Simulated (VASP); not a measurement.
Input:

```
CdMg
1.0
    3.17569     0.00000     0.00000
   -1.58785     2.75023     0.00000
    0.00000     0.00000     4.76712
Mg Cd
1 1
Direct
  0.00000   0.00000   0.50000
  0.66667   0.33333   0.00000
```

Level of theory: PBEsol GGA, VASP's PBE PAW potentials (set 64) (plane waves; VASP). Settings: 400 eV cut-off, Gaussian smearing of 0.050 eV, potentials Mg Cd.

Question: Give the energies of bands 6 to 10 at the high-symmetry points, in eV from the Fermi level.

Answer: 
```json
[
 {"band": "6", "Γ": "-8.41", "M": "-2.93", "K": "-1.63", "A": "-7.01", "L": "-1.78", "H": "-0.33"},
 {"band": "7", "Γ": "-1.76", "M": "-2.79", "K": "-0.88", "A": "-6.00", "L": "-1.57", "H": "-0.06"},
 {"band": "8", "Γ": "-0.30", "M": "2.66", "K": "-0.69", "A": "6.31", "L": "-1.25", "H": "0.35"},
 {"band": "9", "Γ": "10.50", "M": "3.72", "K": "4.06", "A": "8.34", "L": "0.32", "H": "0.81"},
 {"band": "10", "Γ": "10.50", "M": "4.86", "K": "5.26", "A": "12.10", "L": "7.57", "H": "1.06"}
]
```

It has no gap at this level: it comes out as a metal or semimetal.

The structure comes from a computed database's MgCd entry (P-6m2); how it stands against other phases isn't given here. It was relaxed first.
